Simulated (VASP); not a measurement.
Set up this calculation in VASP 6.6.1, as the native input.

```yaml
Task: electrostatic potential
Functional: LDA
Potentials_or_basis: VASP PAW LDA potentials, release 64 (Mg)
Cutoff: 520 eV
k_mesh: 16 × 16 × 8
Occupations: methfessel-paxton, width 0.1 eV
Spin: no spin polarisation
Further_INCAR_settings: ALGO = Fast; EDIFF = 1e-07
```

The structure of Mg lies in POSCAR:

```
Mg                                      
1.0
    3.1332285959      0.0000000000      0.0000000000
   -1.5666142979      2.7134555560     -0.0000000000
    0.0000000000     -0.0000000000      5.0393843821
  Mg            
     2
Direct
     0.3333333300000021    0.6666666699999979    0.2500000000000000
     0.6666666699999979    0.3333333300000021    0.7500000000000000
```

The cell was built by a generator and needn't be a form met in nature.

These files were run (other wordings do the same):

INCAR

```
SYSTEM = Mg
  PREC = Accurate
  ENCUT = 520
  EDIFF = 1E-7
  ISMEAR = 1
  SIGMA = 0.1
  LREAL = .FALSE.
  LASPH = .TRUE.
  NELM = 100
  ALGO = Fast
  ISIF = 2
  LWAVE = .FALSE.
  LCHARG = .TRUE.
  LVHAR = .TRUE.
```

KPOINTS

```
regular mesh
0
G
  16 16 8
  0 0 0
```

Potentials or basis: VASP PAW LDA potentials, release 64 (Mg).

Command:

```sh
$ cat potpaw_LDA.64/Mg/POTCAR > POTCAR
$ mpirun -np 1 vasp_std > vasp.out
```

Results of the run:

| Property | Result |
| --- | --- |
| Pressure | 0.0 GPa |
| Band gap on the k mesh | none (metal or under the smearing width) |

Run time: 10 s on 1 thread of Intel(R) Xeon(R) 6975P-C (Granite Rapids), with other jobs on the host, peak memory 0.16 GiB.
